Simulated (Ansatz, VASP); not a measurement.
# Si (amorphous Si): VASP beside Ansatz

One calculation is typed for both programs; each brings its own data sets. How far apart do they land? The structure shown is the start of the Ansatz relaxation below; VASP solves that cell, so the two are compared at the walk's first step.

Program: Ansatz 0.2.0. Level of theory: plane waves, with VASP 6.6.1 beside it; single point at PBE. Results are calculated unless marked as measured.

## Step 1: Set-up

The cell holds 76 atoms: 76 Si. Its edges and angles: a = 11.660 Å, b = 11.660 Å, c = 11.660 Å, α = 90.0°, β = 90.0°, γ = 90.0°. As first built, before any earlier steps moved the atoms (in the runner's words): 76 atoms (76 Si) placed at random at 2.24 g/cm^3, melted at 2500 K for 10 ps at fixed volume with the modified Tersoff potential (Kumagai, Izumi, Hara and Sakai, Comput. Mater. Sci. 39, 457 (2007)). Quenched from 2500 K to 100 K at 50 K/ps and fixed volume, annealed at 700 K for 50 ps, held 5 ps, then minimised at fixed cell.

## Step 2: Ansatz: relaxation, PBE

Ansatz runs on its default PAW (the set named soft_2) files.

The two programs are compared at the cell with which this relaxation starts, whose forces are those of its first step.

The input, input.yaml:

```yaml
crystal:
  lattice:
    - [11.6597, 0.0, 0.0]
    - [0.0, 11.6597, 0.0]
    - [0.0, 0.0, 11.6597]
  atoms:
    - { symbol: Si, position: [0.85202, 0.8858, 0.23826] }
    - { symbol: Si, position: [0.79083, 0.18368, 0.2091] }
    - { symbol: Si, position: [0.68373, 0.27191, 0.95416] }
    - { symbol: Si, position: [0.98452, 0.37497, 0.37721] }
    - { symbol: Si, position: [0.89866, 0.82166, 0.05024] }
    - { symbol: Si, position: [0.78322, 0.77888, 0.54401] }
    - { symbol: Si, position: [0.07832, 0.68312, 0.39723] }
    - { symbol: Si, position: [0.2153, 0.88086, 0.96605] }
    - { symbol: Si, position: [0.03884, 0.51787, 0.51288] }
    - { symbol: Si, position: [0.0348, 0.17204, 0.00271] }
    - { symbol: Si, position: [0.72449, 0.69652, 0.87048] }
    - { symbol: Si, position: [0.29861, 0.09381, 0.26478] }
    - { symbol: Si, position: [0.40261, 0.63616, 0.89582] }
    - { symbol: Si, position: [0.85763, 0.68452, 0.71039] }
    - { symbol: Si, position: [0.57104, 0.49904, 0.52895] }
    - { symbol: Si, position: [0.62487, 0.10942, 0.59172] }
    - { symbol: Si, position: [0.49855, 0.57622, 0.18829] }
    - { symbol: Si, position: [0.27192, 0.48469, 0.9319] }
    - { symbol: Si, position: [0.47886, 0.93846, 0.77967] }
    - { symbol: Si, position: [0.45933, 0.99472, 0.5831] }
    - { symbol: Si, position: [0.21641, 0.71469, 0.65792] }
    - { symbol: Si, position: [0.46498, 0.14421, 0.80991] }
    - { symbol: Si, position: [0.80904, 0.96261, 0.93245] }
    - { symbol: Si, position: [0.04228, 0.75951, 0.75956] }
    - { symbol: Si, position: [0.11711, 0.56198, 0.03903] }
    - { symbol: Si, position: [0.80875, 0.38934, 0.26997] }
    - { symbol: Si, position: [0.6314, 0.8766, 0.90256] }
    - { symbol: Si, position: [0.93776, 0.08933, 0.48332] }
    - { symbol: Si, position: [0.49606, 0.87132, 0.42318] }
    - { symbol: Si, position: [0.69463, 0.35674, 0.43927] }
    - { symbol: Si, position: [0.1192, 0.01122, 0.55011] }
    - { symbol: Si, position: [0.26352, 0.80266, 0.16055] }
    - { symbol: Si, position: [0.18688, 0.82965, 0.48688] }
    - { symbol: Si, position: [0.37508, 0.44677, 0.48269] }
    - { symbol: Si, position: [0.22131, 0.50913, 0.60849] }
    - { symbol: Si, position: [0.56705, 0.20222, 0.42171] }
    - { symbol: Si, position: [0.19473, 0.38538, 0.77025] }
    - { symbol: Si, position: [0.60135, 0.70042, 0.49033] }
    - { symbol: Si, position: [0.8713, 0.02579, 0.75133] }
    - { symbol: Si, position: [0.54685, 0.88259, 0.08515] }
    - { symbol: Si, position: [0.29331, 0.11792, 0.56972] }
    - { symbol: Si, position: [0.65217, 0.24985, 0.74863] }
    - { symbol: Si, position: [0.33676, 0.51728, 0.29283] }
    - { symbol: Si, position: [0.06438, 0.74582, 0.96015] }
    - { symbol: Si, position: [0.09576, 0.32884, 0.21099] }
    - { symbol: Si, position: [0.29778, 0.3318, 0.22769] }
    - { symbol: Si, position: [0.8593, 0.22667, 0.73189] }
    - { symbol: Si, position: [0.42695, 0.72402, 0.07743] }
    - { symbol: Si, position: [0.05594, 0.96184, 0.73434] }
    - { symbol: Si, position: [0.80817, 0.5994, 0.25217] }
    - { symbol: Si, position: [0.88471, 0.48607, 0.66301] }
    - { symbol: Si, position: [0.17975, 0.62928, 0.22654] }
    - { symbol: Si, position: [0.93462, 0.06498, 0.28529] }
    - { symbol: Si, position: [0.49468, 0.20108, 0.99857] }
    - { symbol: Si, position: [0.83095, 0.14505, 0.0145] }
    - { symbol: Si, position: [0.99117, 0.375, 0.80633] }
    - { symbol: Si, position: [0.80462, 0.4215, 0.05806] }
    - { symbol: Si, position: [0.27233, 0.19211, 0.76019] }
    - { symbol: Si, position: [0.7852, 0.98448, 0.57281] }
    - { symbol: Si, position: [0.00204, 0.38583, 0.01854] }
    - { symbol: Si, position: [0.586, 0.55457, 0.85806] }
    - { symbol: Si, position: [0.5752, 0.45737, 0.0366] }
    - { symbol: Si, position: [0.6452, 0.88702, 0.26419] }
    - { symbol: Si, position: [0.81258, 0.63463, 0.0458] }
    - { symbol: Si, position: [0.10369, 0.12672, 0.19145] }
    - { symbol: Si, position: [0.87008, 0.28442, 0.53095] }
    - { symbol: Si, position: [0.15736, 0.0637, 0.87732] }
    - { symbol: Si, position: [0.6188, 0.09418, 0.26287] }
    - { symbol: Si, position: [0.36657, 0.24282, 0.42031] }
    - { symbol: Si, position: [0.63289, 0.67817, 0.29262] }
    - { symbol: Si, position: [0.38833, 0.3638, 0.04785] }
    - { symbol: Si, position: [0.8898, 0.74104, 0.37274] }
    - { symbol: Si, position: [0.31149, 0.89816, 0.33642] }
    - { symbol: Si, position: [0.46108, 0.06266, 0.1376] }
    - { symbol: Si, position: [0.66977, 0.44841, 0.70121] }
    - { symbol: Si, position: [0.32818, 0.80442, 0.81206] }
kpoints:
  mp_grid: { grid: [1, 1, 1] }
hamiltonian:
  xc: pbe
scf:
  occupations: { method: gaussian, width: 0.025 }
output:
  forces: true
relax:
  f_tol: 0.05
  max_steps: 200
  cell: {}
```

Launch:

```sh
ansatz run input.yaml --threads 4 --pin off --max-ram 8192MiB --backend cpu --events-out ev --progress --plain --runs-dir out
```

Numbers of over 12 decimals in the logs are rounded to 6 here.

What it wrote:

```text
Engine: ansatz 0.2.0, x86_64-unknown-linux-gnu
Pseudopotentials: kind: paw
Pseudopotential: Si, paw, valence charge 4, recommended cutoff 420 eV (normal), Si.paw.azcp
Functional definition: PBE
  parameter kappa = 0.804
  parameter beta = 0.066725
  exchange = pbe_x(kappa = kappa, mu = beta*pi^2/3)
  correlation = pbe_c(beta = beta)
Crystal: 76 atoms, lattice volume = 1585.120 Å³
Basis set: ecut = 420 eV, 31103 PW (Γ), exchange–correlation on 160×160×160 points (8 copies of the dense FFT grid, shifted against one another)
Bands: 228, of which v1, the nominal top of the filled ones, is band 152 counted from 1 (151 counted from 0)
Symmetry: 1 space group operations
Space group: P1 (ITA 1), of the structure as read, at distance tolerance 1.2e-4 Å
k-points: 1
Non-local potential: Si, projectors of the file, l = 0: 2, l = 1: 2, l = 2: 2
PAW form: soft (Blöchl's): semilocal exchange-correlation on the pseudo side does not see the compensation charge
PAW one-centre angular grid: Si, 110 points (default); XC on 64 Gauss nodes
Initial density: superposition of atomic densities (neutral atoms: chi_scale 0, normalization atom), corrected by the library's trained network
Initial wavefunctions: pseudopotential atomic-orbital guess
Functional: x = pbe(κ = 0.804, μ = 0.219515), c = pbe(β = 0.066725)
SCF iter   1: F=—  HF=-48300.895081 eV  |F-HF|=—  |Δ(HF+E_count)|=         —  Δρ=4.34e-3  dr2=1.26e0  ethr=1.77e-3  ⟨swp⟩=6.0  Hψ=1059  notcnv=0  defer=34
preconditioner: auto → Resta (q_TF=auto, 2.072 Å⁻¹)  ε∞=5.8  [insulator: Δε(μ)=0.114 eV  Ē_g=7.456 eV  σ=0.025 eV  W_gap=1.00  n_scr=250 (ndim 8)  ℏωp=16.3 eV  f_vac=0.002  D(μ)=0.52/eV (n_scr^D=0)  ε∞_Penn≈5.8]
SCF iter   2: F=—  HF=-48300.794615 eV  |F-HF|=—  |Δ(HF+E_count)|=   1.00e-1  Δρ=2.90e-3  dr2=8.71e-1  ethr=4.14e-4  ⟨swp⟩=3.0  Hψ=265  notcnv=0  defer=59
preconditioner: auto → Kerker (q_TF=auto, 2.072 Å⁻¹)  [metal: Δε(μ)=0.007 eV  Ē_g=7.450 eV  σ=0.025 eV  W_gap=0.15  n_scr=250 (ndim 8)  ℏωp=16.3 eV  f_vac=0.002  D(μ)=88.61/eV (n_scr^D=846)]
SCF iter   3: F=—  HF=-48300.760386 eV  |F-HF|=—  |Δ(HF+E_count)|=   3.42e-2  Δρ=1.75e-3  dr2=9.74e-2  ethr=2.86e-4  ⟨swp⟩=2.0  Hψ=169  notcnv=0  defer=66
preconditioner: auto → Resta (q_TF=auto, 2.072 Å⁻¹)  ε∞=5.8  [insulator: Δε(μ)=0.045 eV  Ē_g=7.450 eV  σ=0.025 eV  W_gap=0.79  n_scr=250 (ndim 8)  ℏωp=16.3 eV  f_vac=0.002  D(μ)=40.60/eV (n_scr^D=250)  ε∞_Penn≈5.8]
SCF iter   4: F=—  HF=-48300.754400 eV  |F-HF|=—  |Δ(HF+E_count)|=   5.99e-3  Δρ=9.58e-4  dr2=9.21e-2  ethr=3.20e-5  ⟨swp⟩=3.0  Hψ=320  notcnv=0  defer=67
SCF iter   5: F=—  HF=-48300.751704 eV  |F-HF|=—  |Δ(HF+E_count)|=   2.70e-3  Δρ=3.45e-4  dr2=1.03e-2  ethr=3.03e-5  ⟨swp⟩=1.0  Hψ=161  notcnv=0  defer=67
SCF iter   6: F=—  HF=-48300.752012 eV  |F-HF|=—  |Δ(HF+E_count)|=   3.08e-4  Δρ=1.34e-4  dr2=1.23e-3  ethr=3.38e-6  ⟨swp⟩=2.0  Hψ=164  notcnv=0  defer=67
SCF iter   7: F=—  HF=-48300.752068 eV  |F-HF|=—  |Δ(HF+E_count)|=   5.59e-5  Δρ=4.78e-5  dr2=1.49e-4  ethr=4.05e-7  ⟨swp⟩=2.0  Hψ=163  notcnv=0  defer=67
SCF iter   8: F=—  HF=-48300.752040 eV  |F-HF|=—  |Δ(HF+E_count)|=   2.73e-5  Δρ=2.06e-5  dr2=3.78e-5  ethr=4.89e-8  ⟨swp⟩=2.0  Hψ=227  notcnv=0  defer=67
SCF iter   9: F=—  HF=-48300.752134 eV  |F-HF|=—  |Δ(HF+E_count)|=   9.38e-5  Δρ=4.69e-6  dr2=8.76e-7  ethr=1.24e-8  ⟨swp⟩=2.0  Hψ=294  notcnv=0  defer=67
SCF iter  10: F=—  HF=-48300.752135 eV  |F-HF|=—  |Δ(HF+E_count)|=   6.13e-7  Δρ=1.46e-6  dr2=1.70e-7  ethr=2.88e-10  ⟨swp⟩=2.0  Hψ=297  notcnv=0  defer=67
SCF iter  11: F=-48300.752135 eV  HF=-48300.752135 eV  |F-HF|=1.28e-8  |Δ(HF+E_count)|=   6.26e-8  Δρ=5.99e-7  dr2=2.35e-8  ethr=3.29e-11  ⟨swp⟩=4.0  Hψ=613  notcnv=0
SCF 1 converged in 11 iterations: F = -48300.752135 eV  dr2 = 2.35e-8
  greatest PAW one-centre occupation: 0.666 electrons in one spin orbital (limit 2), on the Si atom at site 44 (counted from 0), in its partial waves of l = 0
relax step   1: F+E_penalty+E_count = -48300.75213464 eV  Δ(F+E_penalty+E_count) = +0.000e0 eV  max|allowed force component| = 6.886e-1 eV/Å  Δτ_max = 0.0000 Å  P = -1.022 GPa  Ω = 1585.120 Å³  (11 SCF iters, dr2 threshold 1.00e-7 eV, accepted)
Crystal: 76 atoms, lattice volume = 1568.224 Å³
Basis set: ecut = 420 eV, 30657 PW (Γ), exchange–correlation on 160×160×160 points (8 copies of the dense FFT grid, shifted against one another)
Initial density: handed on by an earlier stage of this run
Initial wavefunctions: those handed on with the density
iter 1 solved again at ethr=1.85e-4 eV; its pass at ethr=3.10e-3 eV (dr2=5.62e-1 eV) is discarded
SCF iter   1: F=—  HF=-48301.843208 eV  |F-HF|=—  |Δ(HF+E_count)|=         —  Δρ=5.95e-3  dr2=5.58e-1  ethr=1.85e-4  ⟨swp⟩=8.0  Hψ=1194  notcnv=0  defer=2
[...]
atom  42  Si    -0.02577348    -0.00125805     0.01355390
  atom  43  Si     0.00002365     0.01205008     0.00204297
  atom  44  Si    -0.00390469     0.00822848     0.00471078
  atom  45  Si    -0.00300665     0.00028572    -0.03186816
  atom  46  Si    -0.00078341    -0.02009196     0.02882555
  atom  47  Si     0.01002209    -0.00650718    -0.01139049
  atom  48  Si    -0.00019979     0.00473208    -0.00169270
  atom  49  Si    -0.01137117     0.00175547     0.01245328
  atom  50  Si    -0.01612327    -0.01356904    -0.01357241
  atom  51  Si     0.00668577     0.02643030    -0.00033700
  atom  52  Si     0.00079307    -0.00171362     0.00990610
  atom  53  Si    -0.00590728    -0.00092927     0.00068198
  atom  54  Si    -0.00217513    -0.00070961     0.00032960
  atom  55  Si     0.00818635     0.00231960    -0.01686983
  atom  56  Si     0.00546134     0.00010266     0.00432724
  atom  57  Si     0.02115573    -0.01386797    -0.01140442
  atom  58  Si    -0.00548093    -0.00574338     0.01396033
  atom  59  Si    -0.00145375    -0.00526742     0.00425365
  atom  60  Si    -0.02223838    -0.00011215     0.03688546
  atom  61  Si     0.01429238    -0.00845802     0.01528839
  atom  62  Si    -0.00594115     0.01062601    -0.00068297
  atom  63  Si    -0.01465505    -0.00504543     0.00737822
  atom  64  Si     0.00111609     0.01732948     0.00950630
  atom  65  Si     0.00011207    -0.00705715     0.00521313
[...]
atom  69  Si     0.00304769     0.03638122    -0.01925472
  atom  70  Si     0.02969497    -0.00712127     0.00638376
  atom  71  Si     0.00904280    -0.00692831    -0.00305226
  atom  72  Si    -0.01551080    -0.00521905     0.00274606
  atom  73  Si     0.00536993    -0.00335566    -0.00263452
  atom  74  Si    -0.00521476     0.01044232    -0.00457939
  atom  75  Si    -0.01034114    -0.01545999    -0.00006368
  atom  76  Si     0.00847662     0.00040017     0.00701774
  max |Σ_I F_I| component: 8.15e-7 eV/Å
--- Stress (GPa, compression-positive) ---
       -0.013589       0.007251      -0.008416
        0.007251       0.013186       0.005185
       -0.008416       0.005185      -0.020197
  P = ⅓ Tr σ = -0.0069 GPa (-0.069 kbar)
--- Relaxed structure (11 steps of the walk, 11 accepted, 1 SCFs on fresh bases) ---
  F+E_penalty+E_count = -48302.32202963 eV   max|allowed force component| = 3.689e-2 eV/Å   (the final SCF, on the basis selected at the relaxed cell)
  cell:  # Å, volume = 1554.6963 Å³
    - [11.439338, 0.038583, 0.091869]
    - [0.038583, 11.714053, 0.021618]
    - [0.091869, 0.021618, 11.603029]
  atoms:
    - { symbol: Si, position: [0.863901, 0.884715, 0.231313] }
    - { symbol: Si, position: [0.791478, 0.189926, 0.207530] }
    - { symbol: Si, position: [0.704041, 0.266048, 0.944236] }
    - { symbol: Si, position: [0.987213, 0.375463, 0.387696] }
    - { symbol: Si, position: [0.905025, 0.815483, 0.043744] }
    - { symbol: Si, position: [0.773801, 0.777203, 0.546285] }
    - { symbol: Si, position: [0.070435, 0.681392, 0.399831] }
    - { symbol: Si, position: [0.224918, 0.879158, 0.967249] }
    - { symbol: Si, position: [0.030080, 0.520656, 0.518389] }
    - { symbol: Si, position: [0.053153, 0.179711, 0.00774969] }
    - { symbol: Si, position: [0.708508, 0.699731, 0.877294] }
    - { symbol: Si, position: [0.298983, 0.077919, 0.274354] }
    - { symbol: Si, position: [0.398867, 0.627536, 0.894101] }
    - { symbol: Si, position: [0.849233, 0.695186, 0.718409] }
    - { symbol: Si, position: [0.567101, 0.496699, 0.527118] }
    - { symbol: Si, position: [0.627786, 0.110033, 0.580307] }
    - { symbol: Si, position: [0.499408, 0.589705, 0.205076] }
    - { symbol: Si, position: [0.269412, 0.477043, 0.936467] }
    - { symbol: Si, position: [0.479419, 0.937805, 0.769974] }
    - { symbol: Si, position: [0.462056, 0.994136, 0.578202] }
    - { symbol: Si, position: [0.216935, 0.717392, 0.658201] }
    - { symbol: Si, position: [0.464470, 0.141669, 0.807726] }
    - { symbol: Si, position: [0.814657, 0.963624, 0.933984] }
    - { symbol: Si, position: [0.038906, 0.764688, 0.757429] }
[...]
- { symbol: Si, position: [0.362105, 0.236782, 0.405082] }
    - { symbol: Si, position: [0.625356, 0.688478, 0.317854] }
    - { symbol: Si, position: [0.399858, 0.362701, 0.048693] }
    - { symbol: Si, position: [0.884087, 0.743000, 0.369078] }
    - { symbol: Si, position: [0.322188, 0.884741, 0.331672] }
    - { symbol: Si, position: [0.457001, 0.067519, 0.133193] }
    - { symbol: Si, position: [0.663435, 0.445364, 0.698471] }
    - { symbol: Si, position: [0.334738, 0.797713, 0.809274] }
```

The column dr2 measures how far the density is from self-consistency, as an energy; F and HF (Harris–Foulkes) agree once it is small.

[end of part 1 of 2]

[Lines on the potential files, build, host, timing and source positions are cut from VASP's logs without a mark.]

[Logs are printed without paths, hosts, clocks, repeated set-up lines and the standing remarks that a program may print on its own settings, such as how far it seeks lower states.]

[Hosts, paths, dates, database ids (printed as entryN), source tags and the programs' standing remarks are cut or masked in the printed files.]
